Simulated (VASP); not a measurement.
OSZICAR of a VASP run on CoAl (CsCl type):

**OSZICAR**
```
       N       E                     dE             d eps       ncg     rms          rms(c)
DAV:   1     0.376573659403E+02    0.37657E+02   -0.46245E+03  5960   0.104E+03
DAV:   2    -0.612514272904E+01   -0.43783E+02   -0.41613E+02  5928   0.177E+02
DAV:   3    -0.723995268670E+01   -0.11148E+01   -0.11089E+01  6850   0.386E+01
DAV:   4    -0.725798401276E+01   -0.18031E-01   -0.18026E-01  6892   0.443E+00
DAV:   5    -0.725856381921E+01   -0.57981E-03   -0.57979E-03  6740   0.800E-01    0.951E+00
DAV:   6    -0.826805805536E+01   -0.10095E+01   -0.25703E+01  6584   0.797E+01    0.968E+00
DAV:   7    -0.677397578851E+01    0.14941E+01   -0.12003E+01  6478   0.519E+01    0.199E+00
DAV:   8    -0.683700217348E+01   -0.63026E-01   -0.17552E-01  7502   0.559E+00    0.787E-01
DAV:   9    -0.686597589901E+01   -0.28974E-01   -0.62548E-02  8248   0.374E+00    0.319E-01
DAV:  10    -0.687750764415E+01   -0.11532E-01   -0.27470E-02  7444   0.228E+00    0.189E-01
DAV:  11    -0.687934760658E+01   -0.18400E-02   -0.62818E-03  7132   0.130E+00    0.631E-02
DAV:  12    -0.687970330608E+01   -0.35570E-03   -0.14104E-03  7972   0.468E-01    0.274E-02
DAV:  13    -0.687973736504E+01   -0.34059E-04   -0.11360E-04  6670   0.142E-01    0.153E-02
DAV:  14    -0.687976387781E+01   -0.26513E-04   -0.94687E-05  7196   0.972E-02    0.115E-02
DAV:  15    -0.687978731737E+01   -0.23440E-04   -0.27598E-04  7072   0.167E-01    0.788E-03
DAV:  16    -0.687978953062E+01   -0.22132E-05   -0.50003E-05  7222   0.702E-02    0.326E-03
DAV:  17    -0.687978954749E+01   -0.16872E-07   -0.31486E-06  3474   0.184E-02
   1 F= -.68797895E+01 E0= -.68799291E+01  d E =0.418799E-03
```

**Question.** Which electronic solver shows in the log?

**Answer.** It is blocked Davidson (ALGO = Normal, or the opening steps of other solvers). The INCAR had ALGO = Normal.

**Question.** How was spin treated?

**Answer.** Without spin polarisation: there is no mag entry.

**Question.** Can the final energy be trusted as converged?

**Answer.** The calculation finished and met its thresholds. It stopped with EDIFF = 1E-6, NELM = 100 (PBE GGA + U (Dudarev), plane waves, VASP's PBE PAW potentials (set 64)).

The compound is CoAl in the CsCl type structure. The cell was not relaxed at this level, atoms are displaced from their ideal sites. The run is one of a series of settings (LDAU = .TRUE., LDAUJ = 0 0, LDAUL = -1 2, LDAUTYPE = 2, LDAUU = 0 6.0 against the base run), some of them coarse on purpose. The run is not spin-polarised, so no magnetic state was tried.
